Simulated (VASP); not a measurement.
Crystal: GaN.

```xyz
2
Lattice="0.0000 2.2500 2.2500 2.2500 0.0000 2.2500 2.2500 2.2500 0.0000" Properties=species:S:1:pos:R:3 pbc="T T T"
Ga    0.0000    0.0000    0.0000
N     1.1250    1.1250    1.1250
```

The cell was built by a generator and needn't be a form met in nature.

| Quantity | Value |
| --- | --- |
| Program | VASP 6.6.1 |
| Task | relaxation of cell and atoms |
| Functional | LDA |
| Potentials or basis | VASP PAW LDA potentials, release 64 (Ga_d, N) |
| Cutoff | 600 eV |
| k mesh | 10 × 10 × 10 |
| Occupations | gaussian, width 0.02 eV |
| Spin | no spin polarisation |

At the start: pressure -4.8 GPa; volume 11.39 Å³/atom.

**Question.** Where does the relaxation end?

**Answer.** Over 12 steps the energy falls by 4.3 meV/atom and the volume is 11.11 Å³/atom (-2.5 %); space group F-43m (No. 216, to 0.05 Å).

The path:
```csv
step,energy change (eV),largest force (eV/Å),pressure (GPa),volume (Å³)
1,0.0000,0.0000,-4.76,22.78
2,-0.0001,0.0000,5.15,21.68
3,-0.0086,0.0000,-0.52,22.22
4,-0.0085,0.0000,0.52,22.17
5,-0.0086,0.0000,0.18,22.20
6,-0.0086,0.0000,0.09,22.21
7,-0.0086,0.0000,-0.08,22.22
8,-0.0086,0.0000,0.04,22.22
9,-0.0086,0.0000,-0.10,22.22
10,-0.0086,0.0000,-0.05,22.22
11,-0.0086,0.0000,0.03,22.22
12,-0.0086,0.0000,0.02,22.22
```

Final structure:
```
CELL_PARAMETERS angstrom
0.00000 2.23125 2.23125
2.23125 0.00000 2.23125
2.23125 2.23125 0.00000
ATOMIC_POSITIONS crystal
Ga 0.00000 0.00000 0.00000
N 0.25000 0.25000 0.25000
```
